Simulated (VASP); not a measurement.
Calculation: LDA (Ceperley-Alder, Perdew-Zunger), VASP's LDA PAW potentials (set 64) (plane waves; VASP 6.6.1).

VASP ran on this input.

File KPOINTS:
```
Automatic mesh
0
Gamma
6 6 6
0 0 0
```

File POSCAR:
```
BaTiO3
1
    2.8007113060     1.6169916250     2.2900023604
   -2.8007113060     1.6169916250     2.2900023604
   -0.0000000000    -3.2339832500     2.2900023604
Ba Ti O
1 1 3
Direct
  0.9987213028   0.9987213028   0.9987213028
  0.5080576300   0.5080576300   0.5080576300
  0.4896969498   0.9849171677   0.4896969498
  0.4896969498   0.4896969498   0.9849171677
  0.9849171677   0.4896969498   0.4896969498
```

INCAR:
```
SYSTEM = BaTiO3
PREC = Accurate; ENCUT = 520; LREAL = .FALSE.
LASPH = .TRUE.
EDIFF = 1E-7; NELM = 100; ALGO = Normal
LMAXMIX = 4
ISMEAR = -5
ISIF = 2
LWAVE = .FALSE.; LCHARG = .TRUE.; LORBIT = 11
NEDOS = 601
```

POTCAR, in this order: Ba_sv Ti_sv O (LDA.64 set). Program: vasp_std.

Unless said otherwise, spin-orbit coupling is left out, though it shifts the bands of the heavy elements here.

**Question.** Predict the energy per atom (σ→0), band gap (on the k-mesh).

**Answer.** 
| Item | Value |
|---|---|
| energy per atom (σ→0) | -8833 meV/atom |
| band gap (on the k-mesh) | 2.07 eV |

**OSZICAR**
```
...
DAV:  10    -0.441673765307E+02    0.94903E-02   -0.86573E-02  2088   0.287E+00    0.414E-01
DAV:  11    -0.441658938383E+02    0.14827E-02   -0.13381E-02  2272   0.834E-01    0.112E-01
DAV:  12    -0.441657317269E+02    0.16211E-03   -0.18027E-03  1936   0.411E-01    0.385E-02
DAV:  13    -0.441657143459E+02    0.17381E-04   -0.11578E-04  2136   0.810E-02    0.800E-03
DAV:  14    -0.441657144770E+02   -0.13110E-06   -0.97918E-06  2440   0.278E-02    0.972E-03
DAV:  15    -0.441657140704E+02    0.40659E-06   -0.10525E-06  2008   0.973E-03    0.379E-03
DAV:  16    -0.441657139979E+02    0.72456E-07   -0.70648E-07  1816   0.470E-03
   1 F= -.44165714E+02 E0= -.44165714E+02  d E =0.000000E+00
```

The structure comes from a computed database's BaTiO3 entry (R3m); how it stands against other phases isn't given here. It was relaxed first, which changed the volume by -5 %.
